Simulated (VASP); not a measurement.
All values below come from SCAN meta-GGA, VASP's PBE PAW potentials (set 64) (plane waves; VASP).

VASP ran on this input.

**INCAR**
```
SYSTEM = NaF
PREC = Accurate; ENCUT = 520; LREAL = F
LASPH = T
EDIFF = 1E-7; NELM = 100; ALGO = Normal
LMIXTAU = T
ISMEAR = 0; SIGMA = 0.05
METAGGA = SCAN
ISIF = 2
LWAVE = F; LCHARG = F
```

File KPOINTS:
```
Automatic
0
Gamma
 10 10 10
```

POSCAR:
```
NaF
1
    0.0000000000     2.2274080194     2.2274080194
    2.2274080194     0.0000000000     2.2274080194
    2.2274080194     2.2274080194     0.0000000000
Na F
1 1
Direct
  0.0000000000   0.0000000000   0.0000000000
  0.5000000000   0.5000000000   0.5000000000
```

POTCAR, in this order: Na_pv F (PBE.64 set). Program: vasp_std.

The run wrote:

OUTCAR:
```
 ion  position               nearest neighbor table
   1  0.000  0.000  0.000-   2 2.23   2 2.23   2 2.23   2 2.23   2 2.23   2 2.23
   2  0.500  0.500  0.500-   1 2.23   1 2.23   1 2.23   1 2.23   1 2.23   1 2.23
  LATTYP: Found a face centered cubic cell.
 ALAT       =     4.4548160388
 Subroutine PRICEL returns:
 Original cell was already a primitive cell.
 Subroutine GETGRP returns: Found 48 space group operations
The static configuration has the point symmetry O_h .
The dynamic configuration has the point symmetry O_h .
 Subroutine INISYM returns: Found 48 space group operations
 Subroutine IBZKPT returns following result:
 Found     47 irreducible k-points:

 Following reciprocal coordinates:
            Coordinates               Weight
  0.000000  0.000000  0.000000      1.000000
  0.100000  0.000000  0.000000      8.000000
  0.200000  0.000000  0.000000      8.000000
  0.300000  0.000000  0.000000      8.000000
  0.400000  0.000000  0.000000      8.000000
  0.500000  0.000000  0.000000      4.000000
  0.100000  0.100000  0.000000      6.000000
  0.200000  0.100000  0.000000     24.000000
  0.300000  0.100000  0.000000     24.000000
...
```

File OSZICAR:
```
       N       E                     dE             d eps       ncg     rms          rms(c)
DAV:   1     0.105584563442E+03    0.10558E+03   -0.85228E+03  1062   0.165E+03
DAV:   2    -0.110521701773E+02   -0.11664E+03   -0.10864E+03  1088   0.398E+02
DAV:   3    -0.169321347470E+02   -0.58800E+01   -0.58625E+01  1178   0.882E+01
DAV:   4    -0.169861231291E+02   -0.53988E-01   -0.53978E-01  1166   0.891E+00
DAV:   5    -0.169867038272E+02   -0.58070E-03   -0.58069E-03  1196   0.970E-01    0.495E+00
DAV:   6    -0.141423699290E+02    0.28443E+01   -0.14767E+00  1429   0.183E+01    0.163E+00
DAV:   7    -0.138310468568E+02    0.31132E+00   -0.11064E+00  1034   0.145E+01    0.180E+00
DAV:   8    -0.138694854562E+02   -0.38439E-01   -0.39929E-01  1037   0.976E+00    0.636E-01
DAV:   9    -0.134056220380E+02    0.46386E+00   -0.10869E-01  1046   0.430E+00    0.712E-01
DAV:  10    -0.136227302881E+02   -0.21711E+00   -0.12165E-01  1034   0.377E+00    0.102E-01
DAV:  11    -0.136219078807E+02    0.82241E-03   -0.13827E-03  1184   0.455E-01    0.884E-02
DAV:  12    -0.136195732323E+02    0.23346E-02   -0.11230E-03  1067   0.477E-01    0.321E-02
DAV:  13    -0.136205509999E+02   -0.97777E-03   -0.20164E-04  1037   0.230E-01    0.175E-02
DAV:  14    -0.136210357601E+02   -0.48476E-03   -0.14767E-04  1040   0.190E-01    0.122E-02
DAV:  15    -0.136210076955E+02    0.28065E-04   -0.14812E-05  1076   0.593E-02    0.142E-02
DAV:  16    -0.136210295449E+02   -0.21849E-04   -0.18195E-06  1097   0.205E-02    0.886E-03
DAV:  17    -0.136210200700E+02    0.94749E-05   -0.33153E-06  1046   0.292E-02    0.495E-03
DAV:  18    -0.136210222442E+02   -0.21742E-05   -0.18070E-07  1133   0.662E-03    0.375E-03
DAV:  19    -0.136210210945E+02    0.11497E-05   -0.15235E-07  1103   0.472E-03    0.214E-03
DAV:  20    -0.136210223615E+02   -0.12670E-05   -0.10200E-07  1061   0.432E-03    0.634E-04
DAV:  21    -0.136210227238E+02   -0.36230E-06   -0.11492E-08   556   0.126E-03    0.130E-04
DAV:  22    -0.136210228641E+02   -0.14039E-06   -0.15135E-09   535   0.512E-04    0.392E-05
DAV:  23    -0.136210230034E+02   -0.13930E-06   -0.51405E-10   538   0.350E-04    0.138E-05
DAV:  24    -0.136210229738E+02    0.29655E-07   -0.62367E-11   529   0.114E-04
   1 F= -.13621023E+02 E0= -.13621023E+02  d E =-.526528E-21
```

**OUTCAR**
```
------------------------ aborting loop because EDIFF is reached ----------------------------------------
  FORCE on cell =-STRESS in cart. coord.  units (eV):
  Direction    XX          YY          ZZ          XY          YZ          ZX
  --------------------------------------------------------------------------------------
  Total        0.6491785      0.6491785      0.6491785      0.0000000     -0.0000000     -0.0000000
  in kB       47.0592928     47.0592928     47.0592928      0.0000000     -0.0000000     -0.0000000
  external PRESSURE =      47.0592928 kB  Pullay stress =       0.0000000 kB
  volume of cell :       22.10
      direct lattice vectors                 reciprocal lattice vectors
     0.000000000  2.227408019  2.227408019    -0.224476160  0.224476160  0.224476160
     2.227408019  0.000000000  2.227408019     0.224476160 -0.224476160  0.224476160
     2.227408019  2.227408019  0.000000000     0.224476160  0.224476160 -0.224476160
  FREE ENERGIE OF THE ION-ELECTRON SYSTEM (eV)
  ---------------------------------------------------
  free  energy   TOTEN  =       -13.6210229738 eV

  energy  without entropy=      -13.6210229738  energy(sigma->0) =      -13.62102297
```
(Selected blocks of OUTCAR.)

The compound is NaF in the rock salt structure. This cell is one point of a volume scan, at 0.94 of the reference volume.
